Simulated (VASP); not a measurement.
## Rh: equilibrium volume by level of theory

It takes space group Fm-3m (No. 225, cubic). Conventional cell: a = 3.806 Å, b = 3.806 Å, c = 3.806 Å, α = 90.00°, β = 90.00°, γ = 90.00°. Rh (site symmetry m-3m) is surrounded by 12 Rh at 2.69 Å.

| rung | level | program and potentials | cutoff (eV) | k mesh | smearing | equilibrium volume (Å³/atom) | notes |
| --- | --- | --- | --- | --- | --- | --- | --- |
| LDA | LDA | VASP, LDA PAW files Rh_pv, 600 eV | 600 | 18 × 18 × 18 | gaussian 0.1 | 13.26 | 15 valence electrons an atom on average |
| GGA | PBE | VASP, PBE PAW files Rh_pv, 600 eV | 600 | 18 × 18 × 18 | gaussian 0.1 | (a) | 15 valence electrons an atom on average |
| GGA + dispersion | PBE+D3(BJ) | VASP, PBE PAW files Rh_pv, 600 eV | 600 | 18 × 18 × 18 | gaussian 0.1 | 13.64 | 15 valence electrons an atom on average |
| GGA | PBEsol | VASP, PBE PAW files Rh, 580 eV | 580 | 18 × 18 × 18 | gaussian 0.1 | 13.45 | potentials made for PBE; 9 valence electrons an atom on average |
| GGA | PBEsol | VASP, PBE PAW files Rh_pv, 480 eV | 480 | 18 × 18 × 18 | gaussian 0.1 | 13.50 | potentials made for PBE; 15 valence electrons an atom on average |
| GGA | PBEsol | VASP, PBE PAW files Rh_pv, 600 eV | 600 | 18 × 18 × 18 | gaussian 0.1 | (b) | potentials made for PBE; 15 valence electrons an atom on average |
| GGA | PBEsol | VASP, PBE PAW files Rh_pv, 600 eV | 600 | 6 × 6 × 6 | gaussian 0.1 | 13.57 | coarse mesh; potentials made for PBE; 15 valence electrons an atom on average |
| GGA | RPBE | VASP, PBE PAW files Rh_pv, 600 eV | 600 | 18 × 18 × 18 | gaussian 0.1 | 14.31 | potentials made for PBE; 15 valence electrons an atom on average |

Task: relaxation of cell and atoms. All rows: no spin polarisation. Smearing widths are in eV. For a metal such meshes aren't converged. Meshes differ between rows, which moves values too. Meshes are those of the run's cell of 1 atom unless a note names another. Relaxations start from the cell shown or near it and stop with a little pressure left. Runs on faulty files, with rough fits or with known faults for this quantity aren't shown. No row holds spin-orbit coupling.

Estimate the values left out from the other rows.

(a) 14.04 Å³/atom; (b) 13.49 Å³/atom.
